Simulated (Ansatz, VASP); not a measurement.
**NbB8: VASP beside Ansatz**

```xyz
9
Lattice="-3.3871 3.3871 3.3871 3.3871 -3.3871 3.3871 3.3871 3.3871 -3.3871" Properties=species:S:1:pos:R:3 pbc="T T T"
Nb    0.0000    0.0000    0.0000
B     2.1624    2.1624    2.1624
B     1.2246    1.2246   -1.2246
B     1.2246   -1.2246    1.2246
B    -1.2246    1.2246    1.2246
B     2.1624    2.1624   -2.1624
B     1.2246    1.2246    1.2246
B     2.1624   -2.1624    2.1624
B    -2.1624    2.1624    2.1624
```

Alike in both runs: functional PBE; k mesh 6 × 6 × 6; occupations gaussian, width 0.1 eV; no spin polarisation.

Ansatz relaxed the structure, and its values are those at the end. VASP's run is a single point on that final structure, the one shown.

|  | VASP | Ansatz |
| --- | --- | --- |
| version | VASP 6.6.1 | Ansatz 0.2.0 |
| potentials or method | VASP PAW PBE potentials, release 64 (Nb_sv, B) | scalar-relativistic, plane waves, PAW |
| plane-wave cutoff (eV) | 520 | 420 |
| valence electrons in the cell | 37 | 37 |

```tsv
	VASP	Ansatz	Ansatz less VASP
gap on the k mesh at the Fermi level (eV)	none	none	-
pressure (GPa)	-0.1	0.0	+0.17
rms of the force components (eV/Å)	0.011	0.001	-0.0100
```

A gap of «none» marks a metal or a gap that the smearing closes. The functional is the same, so the differences come from potentials, cutoffs and numerics.
